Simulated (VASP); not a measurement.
An input for Quantum ESPRESSO's pw.x (written as the equivalent of a VASP run, and not itself run):

```
&CONTROL
  calculation = 'vc-relax'
  pseudo_dir = './pseudo'
  outdir = './out'
  tprnfor = .true.
  tstress = .true.
  nstep = 60
  forc_conv_thr = 0.00078
/
&SYSTEM
  ibrav = 0
  nat = 4
  ntyp = 2
  ecutwfc = 70
  occupations = 'smearing'
  smearing = 'methfessel-paxton'
  degauss = 0.00735
  input_dft = 'pz'
/
&ELECTRONS
  conv_thr = 7.3e-08
  electron_maxstep = 100
/
&IONS
/
&CELL
/
ATOMIC_SPECIES
  Hf 178.490 Hf.upf
  Bi 208.980 Bi.upf
CELL_PARAMETERS angstrom
    -2.1491910    2.1491910    4.6354531
     2.1491910   -2.1491910    4.6354531
     2.1491910    2.1491910   -4.6354531
ATOMIC_POSITIONS crystal
  Hf   0.7500000  0.2500000  0.5000000
  Hf   0.2500000  0.7500000  0.5000000
  Hf   0.5000000  0.5000000  0.0000000
  Bi   0.0000000  0.0000000  0.0000000
K_POINTS automatic
  9 9 9 0 0 0
```

Question: Translate this input to VASP (INCAR, KPOINTS, POSCAR, choice of POTCAR).

Answer: Several could match; the one computed here: 
File POSCAR:
```
Hf3Bi
1
   -2.1491910400     2.1491910400     4.6354531149
    2.1491910400    -2.1491910400     4.6354531149
    2.1491910400     2.1491910400    -4.6354531149
Hf Bi
3 1
Direct
  0.7500000000   0.2500000000   0.5000000000
  0.2500000000   0.7500000000   0.5000000000
  0.5000000000   0.5000000000   0.0000000000
  0.0000000000   0.0000000000   0.0000000000
```

**INCAR**
```
ALGO = Normal
EDIFF = 1E-6
EDIFFG = -0.02
ENCUT = 400
IBRION = 2
ISIF = 3
ISMEAR = 1
LASPH = .True.
LCHARG = .False.
LMAXMIX = 6
LREAL = .False.
LWAVE = .False.
NELM = 100
NSW = 60
PREC = Accurate
SIGMA = 0.1
SYSTEM = Hf3Bi
```

KPOINTS:
```
Regular mesh
0
Gamma
  9 9 9
```

POTCAR, in this order: Hf_pv Bi_d (LDA.64 set). Program: vasp_std.

The two are equivalent in intent, not identical: the potentials are each code's own (VASP's PAW set, PseudoDojo norm-conserving files in pw.x), so ENCUT and ecutwfc are chosen apart and not converted; conv_thr bounds pw.x's estimated SCF error, while EDIFF bounds the energy change between steps; forc_conv_thr acts on force components and is met together with etot_conv_thr.

The structure comes from a computed database's Hf3Bi entry (I4/mmm); how it stands against other phases isn't given here. This run relaxes it. Symmetry was kept, so distortions that lower it aren't found. The start is the result of an earlier pass.
